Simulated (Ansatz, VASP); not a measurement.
# Hf (Hafnium) in two plane-wave programs

Wanted: the spread between two codes on one cell, functional and k mesh. The cell is taken from a series of VASP runs on this material, whose earlier steps may have relaxed, scaled or displaced it; both programs get it as it stands.

Calculated with Ansatz 0.2.0; plane waves, with VASP 6.6.1 beside it; relaxation of cell and atoms at PBE and zone-centre phonons at r2SCAN.

### Step 1. The structure

Symmetry: P6_3/mmc, No. 194, hexagonal system. The conventional cell has a = 3.197 Å, b = 3.197 Å, c = 5.058 Å, α = 90.00°, β = 90.00°, γ = 120.00°. Nearest to Hf lie 12 Hf at 3.13 to 3.20 Å.

Coordinates:

```xyz
2
Lattice="3.1967 0.0000 0.0000 -1.5983 2.7684 0.0000 0.0000 0.0000 5.0578" Properties=species:S:1:pos:R:3 pbc="T T T"
Hf    1.5984    0.9228    3.7934
Hf    0.0000    1.8456    1.2645
```

### Step 2. VASP: relaxation of cell and atoms, PBE

The relaxed volume is the usual yardstick between codes: its relative difference is about their pressure difference at one cell divided by the bulk modulus.

Lines of VASP's logs that name or quote its potential files are left out, and so is its time.

File INCAR:

```
SYSTEM = Hf
PREC = Accurate
ENCUT = 450
EDIFF = 1E-07
NELM = 100
ISMEAR = 1
SIGMA = 0.15
LREAL = .FALSE.
ALGO = Normal
GGA = PE
NBANDS = 16
LORBIT = 11
LWAVE = .FALSE.
LCHARG = .FALSE.
KPAR = 2
IBRION = 2
NSW = 50
ISIF = 3
EDIFFG = -0.002
```

File POSCAR:

```
Hf
1.0
    3.1967000000      0.0000000000      0.0000000000
   -1.5983500000      2.7684234083      0.0000000000
    0.0000000000      0.0000000000      5.0578000000
Hf
2
Direct
    0.6666666667      0.3333333333      0.7500000000
    0.3333333333      0.6666666667      0.2500000000
```

File KPOINTS:

```
Automatic mesh
0
Gamma
12 12 8
0 0 0
```

PAW data sets: Hf_pv (PBE family, release 64).

Command:

```console
$ mpirun -np 2 vasp_std
```

Numbers of over 12 decimals in the logs are rounded to 6 here.

Log:

```text
[banner, memory and clock lines left out]
running    2 mpi-ranks, on    1 nodes
 distrk:  each k-point on    1 cores,    2 groups
 distr:  one band on    1 cores,    1 groups

 POSCAR found type information on POSCAR Hf
 POSCAR found :  1 types and       2 ions
 LDA part: xc-table for (Slater+PW92), standard interpolation
 POSCAR, INCAR and KPOINTS ok, starting setup
 FFT: planning ... GRIDC
 FFT: planning ... GRID_SOFT
 FFT: planning ... GRID
 WAVECAR not read
 entering main loop
       N       E                     dE             d eps       ncg     rms          rms(c)
DAV:   1     0.459864126483E+02    0.45986E+02   -0.10746E+04  3040   0.106E+03
DAV:   2    -0.189909658718E+02   -0.64977E+02   -0.63658E+02  4040   0.240E+02
DAV:   3    -0.205536667098E+02   -0.15627E+01   -0.15543E+01  4088   0.260E+01
DAV:   4    -0.205660083723E+02   -0.12342E-01   -0.12340E-01  3760   0.284E+00
DAV:   5    -0.205661669338E+02   -0.15856E-03   -0.15856E-03  4024   0.267E-01    0.653E+01
DAV:   6    -0.200408295206E+02    0.52534E+00   -0.49820E-01  3632   0.481E+00    0.387E+01
DAV:   7    -0.198585294974E+02    0.18230E+00   -0.84246E-01  3720   0.598E+00    0.185E+00
DAV:   8    -0.198482111374E+02    0.10318E-01   -0.54011E-02  3448   0.159E+00    0.339E-01
DAV:   9    -0.198483210505E+02   -0.10991E-03   -0.11334E-03  4216   0.250E-01    0.194E-01
DAV:  10    -0.198483080734E+02    0.12977E-04   -0.66240E-05  3496   0.573E-02    0.264E-01
DAV:  11    -0.198483108012E+02   -0.27278E-05   -0.83234E-06  3904   0.215E-02    0.949E-03
DAV:  12    -0.198483108745E+02   -0.73324E-07   -0.52590E-07  3792   0.491E-03
   1 F= -.19848311E+02 E0= -.19848278E+02  d E =-.198483E+02
[...]
2 F= -.19848262E+02 E0= -.19848222E+02  d E =0.490668E-04
[...]
3 F= -.19848433E+02 E0= -.19848396E+02  d E =-.122211E-03
[...]
4 F= -.19848433E+02 E0= -.19848396E+02  d E =-.122242E-03
[...]
5 F= -.19848389E+02 E0= -.19848351E+02  d E =-.780444E-04
[...]
6 F= -.19848433E+02 E0= -.19848396E+02  d E =-.122043E-03
[...]
7 F= -.19848434E+02 E0= -.19848395E+02  d E =-.134956E-05
 trial-energy change:   -0.000001  1 .order   -0.000001   -0.000002   -0.000000
 step:   1.0863(harm=  1.0863)  dis= 0.00000  next Energy=   -19.848434 (dE=-0.137E-05)
 bond charge predicted
       N       E                     dE             d eps       ncg     rms          rms(c)
DAV:   1    -0.198484345474E+02   -0.19674E-06   -0.14379E-05  3056   0.276E-02    0.334E-03
DAV:   2    -0.198484343667E+02    0.18070E-06   -0.21908E-07  3144   0.329E-03    0.136E-03
DAV:   3    -0.198484343260E+02    0.40721E-07   -0.62447E-08  1736   0.171E-03
   8 F= -.19848434E+02 E0= -.19848395E+02  d E =-.140849E-05
 curvature:  -0.56 expect dE=-0.270E-06 dE for cont linesearch -0.275E-07
 trial: gam=-0.11752 g(F)=  0.194E-65 g(S)=  0.479E-06 ort = 0.358E-06 (trialstep = 0.933E+00)
 search vector abs. value=  0.431E-06
 reached required accuracy - stopping structural energy minimisation
```

Parts of OUTCAR (step 2):

```text
ion  position               nearest neighbor table
   1  0.667  0.333  0.750-   2 3.13   2 3.13   2 3.13   2 3.13   2 3.13   2 3.13
   2  0.333  0.667  0.250-   1 3.13   1 3.13   1 3.13   1 3.13   1 3.13   1 3.13

  LATTYP: Found a hexagonal cell.
 ALAT       =     3.1967000000
 C/A-ratio  =     1.5821941377

 Subroutine GETGRP returns: Found 24 space group operations
 (whereof 12 operations were pure point group operations)

The static configuration has the point symmetry D_3d.
 The point group associated with its full space group is D_6h.

 Found     95 irreducible k-points:

   k-points           NKPTS =     95   k-points in BZ     NKDIM =     95   number of bands    NBANDS=     16

   dimension x,y,z NGX =    24 NGY =   24 NGZ =   36
   dimension x,y,z NGXF=    48 NGYF=   48 NGZF=   72

   ENCUT  =  450.0 eV  33.07 Ry    5.75 a.u.   5.53  5.53  8.75*2*pi/ulx,y,z

   NELECT =      20.0000    total number of electrons

 k-points in reciprocal lattice and weights: Automatic mesh
   0.00000000  0.00000000  0.00000000       0.001
   0.08333333  0.00000000  0.00000000       0.005
   0.16666667  0.00000000  0.00000000       0.005
   0.25000000  0.00000000  0.00000000       0.005
   0.33333333  0.00000000  0.00000000       0.005
   0.41666667  0.00000000  0.00000000       0.005
   0.50000000  0.00000000  0.00000000       0.003
   0.08333333  0.08333333  0.00000000       0.005
   0.16666667  0.08333333  0.00000000       0.010
[...]
0.33333333  0.25000000  0.50000000       0.010
   0.33333333  0.33333333  0.50000000       0.002

 average (electrostatic) potential at core
       1 -37.4247       2 -37.4247

 E-fermi :   4.9240

 k-point     1 :       0.0000    0.0000    0.0000
  band No.  band energies     occupation
    ...
      4     -25.3255      2.00000
      5     -25.3226      2.00000
      6     -25.3226      2.00000
      7      -2.4742      2.00000
      8       1.1980      2.00000
      9       5.5303     -0.00000
     10       6.0737     -0.00000
     11       6.0737     -0.00000
     12       6.3564     -0.00000
     13       6.8921     -0.00000
    ...

 k-point     2 :       0.0833    0.0000    0.0000
  band No.  band energies     occupation
    ...
      4     -25.3623      2.00000
      5     -25.3337      2.00000
      6     -25.3276      2.00000
      7      -2.2653      2.00000
      8       1.4039      2.00000
      9       5.2566     -0.00744
     10       5.5765     -0.00000
     11       6.2706     -0.00000
     12       6.6378     -0.00000
     13       6.7641     -0.00000
    ...

 k-point     3 :       0.1667    0.0000    0.0000
  band No.  band energies     occupation
    ...
      6     -25.3424      2.00000
      7      -1.6690      2.00000
      8       1.9529      2.00000
      9       4.5986      2.00891
     10       4.8814      1.45984
     11       6.1306     -0.00000
     12       6.7960     -0.00000
     13       6.8503     -0.00000
     14       6.8858     -0.00000
     15       7.2932     -0.00000
    ...

  Total       -0.0018478     -0.0018478     -0.0036103      0.0000000     -0.0000000     -0.0000000
  in kB       -0.0659479     -0.0659479     -0.1288470      0.0000000     -0.0000000     -0.0000000
  external PRESSURE =      -0.0869143 kB  Pullay stress =       0.0000000 kB

  energy-cutoff  :      450.00
  volume of cell :       44.89
      direct lattice vectors                 reciprocal lattice vectors
     3.200365917  0.000000000 -0.000000000     0.312464270  0.180401330  0.000000000
    -1.600182959  2.771598186  0.000000000     0.000000000  0.360802661  0.000000000
    -0.000000000  0.000000000  5.061108048     0.000000000 -0.000000000  0.197585191

 POSITION                                       TOTAL-FORCE (eV/Angst)
 -----------------------------------------------------------------------------------
      1.60018      0.92387      3.79583         0.000000      0.000000      0.000000
     -0.00000      1.84773      1.26528        -0.000000      0.000000      0.000000
 -----------------------------------------------------------------------------------
    total drift:                               -0.000000      0.000000     -0.000000

  FREE ENERGIE OF THE ION-ELECTRON SYSTEM (eV)
  ---------------------------------------------------
  free  energy   TOTEN  =       -19.8484343260 eV

  energy  without entropy=      -19.8483169090  energy(sigma->0) =      -19.84839519

 reached required accuracy - stopping structural energy minimisation

 total charge
# of ion       s       p       d       tot
------------------------------------------
    1        0.393   6.387   1.541   8.320
    2        0.393   6.387   1.541   8.320
--------------------------------------------------
tot          0.785  12.774   3.081  16.641

[... 3 further parts left out ...]
```

CONTCAR:

```
Hf
   1.00000000000000
     3.2003659174824821    0.0000000000000000   -0.0000000000000000
    -1.6001829587412411    2.7715981859680836    0.0000000000000000
    -0.0000000000000000    0.0000000000000000    5.0611080478654751
  Hf
     2
Direct
     0.6666666667000030    0.3333333332999970    0.7500000000000000
     0.3333333332999970    0.6666666667000030    0.2500000000000000
```

Harder data sets than Hf_pv exist (the GW ones), and pressures, volumes and forces can shift noticeably with them. The run keeps the 24 symmetry operations of its start, so it cannot find a distortion of lower symmetry.

### Step 3. Ansatz: relaxation of cell and atoms, PBE

Ansatz runs on its default PAW (the set named soft_2) files.

The same cell, functional, mesh and smearing now go to Ansatz, which takes its cutoff from its data sets.

File input.yaml:

```yaml
crystal:
  lattice:
    - [3.1967, 0.0, 0.0]
    - [-1.59835, 2.7684234083, 0.0]
    - [0.0, 0.0, 5.0578]
  atoms:
    - { symbol: Hf, position: [0.6666666667, 0.3333333333, 0.75] }
    - { symbol: Hf, position: [0.3333333333, 0.6666666667, 0.25] }
hamiltonian:
  xc: pbe
  pseudopotentials: { kind: paw }
kpoints:
  mp_grid: { grid: [12, 12, 8] }
scf:
  occupations: { method: methfessel_paxton, width: 0.15 }
relax:
  f_tol: 0.01
  max_steps: 60
  cell: { stress_tol: 0.05 }
output:
  forces: true
  stress: true
```

Command:

```console
$ ansatz run input.yaml --threads 4 --pin off --max-ram 9216MiB --backend cpu --events-out ev --progress --plain --runs-dir out
```

Log:

```text
Engine: ansatz 0.2.0, aarch64-unknown-linux-gnu
Pseudopotentials: kind: paw
Pseudopotential: Hf, paw, valence charge 26, recommended cutoff 420 eV (normal), Hf.paw.azcp
Functional definition: PBE
  parameter kappa = 0.804
  parameter beta = 0.066725
  exchange = pbe_x(kappa = kappa, mu = beta*pi^2/3)
  correlation = pbe_c(beta = beta)
Crystal: 2 atoms, lattice volume = 44.761 Å³
Basis set: ecut = 420 eV, 881 PW (Γ), exchange–correlation on 48×48×72 points (8 copies of the dense FFT grid, shifted against one another)
Bands: 32, of which v1, the nominal top of the filled ones, is band 26 counted from 1 (25 counted from 0)
Symmetry: 24 space group operations
Space group: P63/mmc (ITA 194), of the structure as read, at distance tolerance 3.6e-5 Å
k-points: 95 of 1152
Non-local potential: Hf, projectors of the file, l = 0: 3, l = 1: 2, l = 2: 2, l = 3: 3
PAW form: soft (Blöchl's): semilocal exchange-correlation on the pseudo side does not see the compensation charge
PAW one-centre angular grid: Hf, 590 points (default); XC on 64 Gauss nodes
Initial density: superposition of atomic densities (neutral atoms: chi_scale 0, normalization atom), corrected by the library's trained network
Initial wavefunctions: pseudopotential atomic-orbital guess
Functional: x = pbe(κ = 0.804, μ = 0.219515), c = pbe(β = 0.066725)
SCF iter   1: F=—  HF=-31442.721986 eV  |F-HF|=—  |Δ(HF+E_count)|=         —  Δρ=3.13e-3  dr2=2.30e-3  ethr=1.77e-3  ⟨swp⟩=4.3  Hψ=9908  notcnv=0
preconditioner: auto → Kerker (q_TF=auto, 2.797 Å⁻¹)  [metal: Δε(μ)=0.023 eV  Ē_g=17.563 eV  σ=0.150 eV  W_gap=0.13  n_scr=22 (ndim 8)  ℏωp=38.5 eV  f_vac=0.000  D(μ)=1.69/eV (n_scr^D=22)]
SCF iter   2: F=—  HF=-31442.722268 eV  |F-HF|=—  |Δ(HF+E_count)|=   2.82e-4  S|Δr|=    0.00e0  Δρ=1.98e-3  dr2=1.02e-3  ethr=4.42e-6  ⟨swp⟩=2.2  Hψ=4625  notcnv=0
SCF iter   3: F=—  HF=-31442.722465 eV  |F-HF|=—  |Δ(HF+E_count)|=   1.97e-4  S|Δr|=    0.00e0  Δρ=3.20e-4  dr2=4.13e-5  ethr=1.95e-6  ⟨swp⟩=3.0  Hψ=5446  notcnv=0
SCF iter   4: F=—  HF=-31442.722466 eV  |F-HF|=—  |Δ(HF+E_count)|=   1.40e-6  S|Δr|=    0.00e0  Δρ=1.82e-4  dr2=8.15e-6  ethr=7.95e-8  ⟨swp⟩=2.0  Hψ=5452  notcnv=0
SCF iter   5: F=—  HF=-31442.722465 eV  |F-HF|=—  |Δ(HF+E_count)|=   1.64e-6  S|Δr|=    0.00e0  Δρ=5.43e-5  dr2=6.64e-7  ethr=1.57e-8  ⟨swp⟩=2.0  Hψ=4693  notcnv=0
SCF iter   6: F=-31442.722465 eV  HF=-31442.722465 eV  |F-HF|=4.61e-9  |Δ(HF+E_count)|=   5.05e-7  S|Δr|=    0.00e0  Δρ=1.34e-5  dr2=4.42e-8  ethr=1.92e-10  ⟨swp⟩=5.4  Hψ=13254  notcnv=0
SCF 1 converged in 6 iterations: F = -31442.722465 eV  dr2 = 4.42e-8
  greatest PAW one-centre occupation: 0.998 electrons in one spin orbital (limit 2), on the Hf atom at site 1 (counted from 0), in its partial waves of l = 0
relax step   1: F+E_penalty+E_count = -31442.72246534 eV  Δ(F+E_penalty+E_count) = +0.000e0 eV  max|allowed force component| = 2.868e-16 eV/Å  Δτ_max = 0.0000 Å  P = +0.787 GPa  Ω = 44.761 Å³  (6 SCF iters, dr2 threshold 1.00e-7 eV, accepted)
[...]
relax step   2: F+E_penalty+E_count = -31442.72145023 eV  Δ(F+E_penalty+E_count) = +1.015e-3 eV  max|allowed force component| = 1.943e-16 eV/Å  Δτ_max = 0.0000 Å  P = -1.083 GPa  Ω = 45.554 Å³  energy of the carried Pulay correction = -2.217e-4 eV  (5 SCF iters, dr2 threshold 2.00e-7 eV, rejected (line search))
[...]
relax step   3: F+E_penalty+E_count = -31442.72317093 eV  Δ(F+E_penalty+E_count) = -7.056e-4 eV  max|allowed force component| = 4.533e-16 eV/Å  Δτ_max = 0.0000 Å  P = -0.010 GPa  Ω = 45.091 Å³  energy of the carried Pulay correction = -9.283e-5 eV  (8 SCF iters, accepted)
[...]
relax step   4: F+E_penalty+E_count = -31442.72326629 eV  Δ(F+E_penalty+E_count) = -9.536e-5 eV  max|allowed force component| = 5.089e-16 eV/Å  Δτ_max = 0.0000 Å  P = -0.010 GPa  Ω = 45.091 Å³  stress off target by 1.04e-2 GPa  SCF on the basis re-selected at this cell (its energy is not comparable with the rows above)  (5 SCF iters)
basis re-selected at this cell: Δ(F+E_penalty+E_count) = -9.536e-5 eV, ΔP = +0.000 GPa vs the last step (what re-selecting the basis moved, of the pressure what is left beyond the Pulay correction that the steps carried, after the strain that the cell walked since its last selection, with what the two solves' SCF thresholds leave and, on support functions, any second-order correction that the steps lacked; it is no m [...]
SCF converged after 5 iterations
Stability not checked: this state was not tested for a lower state beside it, because cold or Methfessel-Paxton smearing, or corrected tetrahedra, fill the levels in a way that the test cannot read (fill_not_monotonic; see scf.lower_state_search)
Free energy (F): -31442.723266 eV
Harris-Foulkes:  -31442.723266 eV  (|F-HF|=1.09e-11)
Internal energy: -31442.723145 eV  (E = F + TS)
E sigma→0 (E₀):  -31442.723236 eV
Entropy (-TS):   -0.000121 eV (-0.061 meV/atom)
Fermi energy:    19.764627 eV
--- Per-component energies (eV) ---
  E_band       = 62.807422
  E_kinetic    = 847.848576
  E_local      = -10183.694846  (includes V_loc(G=0)·N_el)
  E_nonlocal   = -2488.747120
  E_hartree    = 4787.804218
  E_xc         = -600.115046
  E_vxc        = -532.233668  (∫ρ·V_xc dr)
  E_paw        = -13855.520093  (= ΣΔE_a)
  E_vpaw       = 2844.026061  (= ΣTr[D̂ρ^β])
  E_aug_tail   = -0.000002  (compensation charges beyond the density's cutoff)
  E_ewald      = -9950.298830
  E_smearing   = -0.000121  (= −TS)
  E_closure    = -0.000000  (closes the sum)
  Σ components = -31442.723266   (vs F -31442.723266, Δ=0.00e0)
--- Forces (eV/Å), atoms counted from 1 ---
  atom   1  Hf     0.00000000    -0.00000000    -0.00000000
  atom   2  Hf     0.00000000     0.00000000     0.00000000
  max |Σ_I F_I| component: 7.40e-17 eV/Å
--- Stress (GPa, compression-positive) ---
       -0.009125       0.000000       0.000000
        0.000000      -0.009125      -0.000000
        0.000000      -0.000000      -0.010448
  P = ⅓ Tr σ = -0.0096 GPa (-0.096 kbar)
--- Relaxed structure (3 steps of the walk, 2 accepted, 1 SCFs on fresh bases) ---
  F+E_penalty+E_count = -31442.72326629 eV   max|allowed force component| = 5.089e-16 eV/Å   (the final SCF, on the basis selected at the relaxed cell)
  cell:  # Å, volume = 45.0912 Å³
    - [3.204359, 0.0, 0]
    - [-1.602180, 2.775057, 2.546832524247194e-19]
    - [0, 4.652962224842389e-19, 5.070827]
  atoms:
    - { symbol: Hf, position: [0.666667, 0.333333, 0.75] }
    - { symbol: Hf, position: [0.333333, 0.666667, 0.25] }
```

Elapsed: 5.5 s, on 4 threads of Arm Neoverse V2, shared host; peak memory 0.42 GiB.

### Step 4. Side by side

Known differences besides the potentials themselves: both relaxations stop at a tolerance, which leaves soft axes loose, and VASP keeps its plane-wave basis; the data sets hold 52 valence electrons in Ansatz (default PAW (the set named soft_2) files) and 20 in VASP; the cutoff is 420 eV in Ansatz and 450 eV in VASP; VASP leaves aspherical gradient terms in its spheres out (LASPH is not set), Ansatz keeps them; Ansatz adds a Pulay correction to the stress that steers its cell, VASP none. Total energies have different zeros and are not compared.

Both answers:

```
                                         quantity  Ansatz   VASP  difference
                                      volume (Å³)   45.09  44.89     +0.44 %
edge a after relaxation, in the typed setting (Å)   3.204  3.200     +0.12 %
edge c after relaxation, in the typed setting (Å)   5.071  5.061     +0.19 %
```

The walks stopped with -0.01 GPa left in Ansatz and -0.01 GPa in VASP; each walk ends within a tolerance, so the volume difference is uncertain by about these residues over the bulk modulus, most in soft cells.

(Continued in part 2 of 2.)

[Lines on the potential files, build, host, timing and source positions are cut from VASP's logs without a mark.]

[Logs are printed without paths, hosts, clocks, repeated set-up lines and the standing remarks that a program may print on its own settings, such as how far it seeks lower states.]

[Hosts, paths, dates, database ids (printed as entryN), source tags and the programs' standing remarks are cut or masked in the printed files.]
